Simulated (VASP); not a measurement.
Input for VASP

INCAR:
```
SYSTEM  =  Li2O
PREC  =  Accurate; ENCUT  =  400; LREAL  =  .FALSE.
LASPH  =  .TRUE.
EDIFF  =  1E-6; NELM  =  100; ALGO  =  Normal
ISMEAR  =  0; SIGMA  =  0.05
GGA  =  PS
ISIF  =  2
LWAVE  =  .FALSE.; LCHARG  =  .FALSE.
```

**POSCAR**
```
Li2O
1
    1.8120000000     1.0461590000     2.6566670000
   -1.8120000000     1.0461590000     2.6566670000
    0.0000000000    -2.0923170000     2.6566670000
O Li
1 2
Direct
  0.0000000000   0.0000000000   0.0000000000
  0.2500000000   0.2500000000   0.2500000000
  0.7500000000   0.7500000000   0.7500000000
```

KPOINTS:
```
Automatic mesh
0
Gamma
11 11 11
0 0 0
```

POTCAR, in this order: O Li_sv (PBE.64 set). Program: vasp_std.

Question: Translate this PBEsol calculation to Quantum ESPRESSO's pw.x.

Answer: One equivalent input (not run):
```
&CONTROL
  calculation = 'scf'
  pseudo_dir = './pseudo'
  outdir = './out'
  tprnfor = .true.
  tstress = .true.
/
&SYSTEM
  ibrav = 0
  nat = 3
  ntyp = 2
  ecutwfc = 84
  occupations = 'smearing'
  smearing = 'gaussian'
  degauss = 0.003675
  input_dft = 'pbesol'
/
&ELECTRONS
  conv_thr = 7.3e-08
  electron_maxstep = 100
/
ATOMIC_SPECIES
  O 15.999 O.upf
  Li 6.940 Li.upf
CELL_PARAMETERS angstrom
     1.8120000    1.0461590    2.6566670
    -1.8120000    1.0461590    2.6566670
     0.0000000   -2.0923170    2.6566670
ATOMIC_POSITIONS crystal
  O    0.0000000  0.0000000  0.0000000
  Li   0.2500000  0.2500000  0.2500000
  Li   0.7500000  0.7500000  0.7500000
K_POINTS automatic
  11 11 11 0 0 0
```
Limits of the translation: the potentials are each code's own (VASP's PAW set, PseudoDojo norm-conserving files in pw.x), so ENCUT and ecutwfc are chosen apart and not converted; conv_thr bounds pw.x's estimated SCF error, while EDIFF bounds the energy change between steps.

The structure comes from a measured Li2O entry of the Crystallography Open Database, whose conditions weren't checked. The cell was not relaxed at this level. The run is one of a series of settings (GGA = PS, POTCAR O Li_sv (PBE.64 set) against the base run), some of them coarse on purpose.
